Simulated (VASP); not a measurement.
Consider the following.

```
CELL_PARAMETERS angstrom
      2.91037     0.00000     0.00000
     -1.45519     2.52046     0.00000
      0.00000     0.00000     5.17837
ATOMIC_POSITIONS crystal
  Mn 0.33333 0.66667 0.01056
  Mn 0.66667 0.33333 0.51056
  N  0.33333 0.66667 0.36444
  N  0.66667 0.33333 0.86444
```
Starting moments (μB, in the order of the record's atoms Mn Mn N N): 1.2 1.2 0.0 0.0.

The numbers are results of PBEsol GGA, VASP's PBE PAW potentials (set 64) (plane waves; VASP), not measurements. Settings: 520 eV cut-off, Gaussian smearing of 0.050 eV, potentials Mn_pv N.

The moments were started parallel, and other spin orders were not tried in this run.

**Question.** Give the spin-up energies of bands 9 to 22 at the high-symmetry points, in eV from the Fermi level.

**Answer.** 
```json
[
 {"band": "9", "Γ": "-7.47", "M": "-7.31", "K": "-7.07", "A": "-7.18", "L": "-7.54", "H": "-6.68"},
 {"band": "10", "Γ": "-6.57", "M": "-7.12", "K": "-6.24", "A": "-7.18", "L": "-7.54", "H": "-6.68"},
 {"band": "11", "Γ": "-5.78", "M": "-5.65", "K": "-5.69", "A": "-5.53", "L": "-5.45", "H": "-6.58"},
 {"band": "12", "Γ": "-5.78", "M": "-5.56", "K": "-5.69", "A": "-5.53", "L": "-5.45", "H": "-6.58"},
 {"band": "13", "Γ": "-5.20", "M": "-5.46", "K": "-5.14", "A": "-5.53", "L": "-5.04", "H": "-4.41"},
 {"band": "14", "Γ": "-5.20", "M": "-4.20", "K": "-5.14", "A": "-5.53", "L": "-5.04", "H": "-4.41"},
 {"band": "15", "Γ": "-2.02", "M": "-2.50", "K": "-2.31", "A": "-1.58", "L": "-1.56", "H": "-2.21"},
 {"band": "16", "Γ": "-2.02", "M": "-1.48", "K": "-1.99", "A": "-1.58", "L": "-1.56", "H": "-2.21"},
 {"band": "17", "Γ": "-1.24", "M": "-0.97", "K": "-1.88", "A": "-1.58", "L": "-0.96", "H": "-1.01"},
 {"band": "18", "Γ": "-1.24", "M": "-0.95", "K": "-1.88", "A": "-1.58", "L": "-0.96", "H": "-1.01"},
 {"band": "19", "Γ": "-0.98", "M": "-0.56", "K": "-0.74", "A": "1.19", "L": "-0.43", "H": "-0.08"},
 {"band": "20", "Γ": "2.19", "M": "-0.30", "K": "0.79", "A": "1.19", "L": "-0.43", "H": "-0.08"},
 {"band": "21", "Γ": "2.19", "M": "0.26", "K": "0.79", "A": "3.07", "L": "1.09", "H": "0.31"},
 {"band": "22", "Γ": "2.87", "M": "0.34", "K": "1.34", "A": "3.07", "L": "1.09", "H": "0.31"}
]
```

**Question.** Give the spin-down energies of bands 9 to 22 at the high-symmetry points, in eV from the Fermi level.

**Answer.** 
```
band      Γ      M      K      A      L      H
----  -----  -----  -----  -----  -----  -----
9     -7.36  -6.98  -6.70  -6.93  -7.28  -6.40
10    -6.21  -6.94  -6.08  -6.93  -7.28  -6.40
11    -5.40  -5.36  -5.40  -5.13  -5.17  -6.31
12    -5.40  -5.25  -5.40  -5.13  -5.17  -6.31
13    -4.77  -5.15  -4.95  -5.13  -4.69  -4.19
14    -4.77  -3.96  -4.95  -5.13  -4.69  -4.19
15    -0.60  -1.47  -1.48  -0.16  -0.69  -1.31
16    -0.60  -0.93  -1.02  -0.16  -0.69  -1.31
17    -0.07   0.47  -0.85  -0.16   0.50   0.22
18     0.14   0.47  -0.85  -0.16   0.50   0.22
19     0.14   0.59   0.68   1.92   0.70   0.86
20     2.84   0.61   1.79   1.92   0.70   0.86
21     2.84   1.12   1.79   3.65   1.83   1.49
22     3.09   1.40   2.36   3.65   1.83   1.49
```

It has no gap at this level: it comes out as a metal or semimetal.

The structure was generated: MnN was put into the wurtzite type (P6_3mc), which need not be its known phase. It was relaxed first, which changed the volume by -33 %.
